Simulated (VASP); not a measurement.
Computed with PBE GGA, VASP's PBE PAW potentials (set 64) (plane waves; VASP).

A VASP calculation is set up with these files.

File KPOINTS:
```
kpoints
0
Gamma
  7 7 4
```

**INCAR**
```
SYSTEM = CdSe
PREC = Accurate
ENCUT = 520
EDIFF = 1E-6
NELM = 100
ALGO = Normal
LREAL = .FALSE.
LASPH = .TRUE.
ISMEAR = 0
SIGMA = 0.05
GGA = PE
LMAXMIX = 4
LWAVE = .FALSE.
LCHARG = .FALSE.
IBRION = 2
ISIF = 3
NSW = 60
EDIFFG = -0.01
```

POSCAR:
```
CdSe
1
    2.1500000000    -3.7239090000     0.0000000000
    2.1500000000     3.7239090000     0.0000000000
    0.0000000000     0.0000000000     7.0100000000
Cd Se
2 2
Direct
  0.6666670000   0.3333330000   0.5000000000
  0.3333330000   0.6666670000   0.0000000000
  0.6666670000   0.3333330000   0.8760000000
  0.3333330000   0.6666670000   0.3760000000
```

POTCAR, in this order: Cd Se (PBE.64 set). Program: vasp_std.

Problem. What will the output report for the number of irreducible k-points (NKPTS), largest plane-wave count, number of space-group operations, FFT grid (NGX, NGY, NGZ)?

Solution. 
```
Property                                      Result
--------------------------------------  ------------
number of irreducible k-points (NKPTS)            24
largest plane-wave count                        3034
number of space-group operations                  12
FFT grid (NGX, NGY, NGZ)                32 × 32 × 54
```

The compound is CdSe in the wurtzite structure. This run relaxes it. Symmetry was kept, so distortions that lower it aren't found.
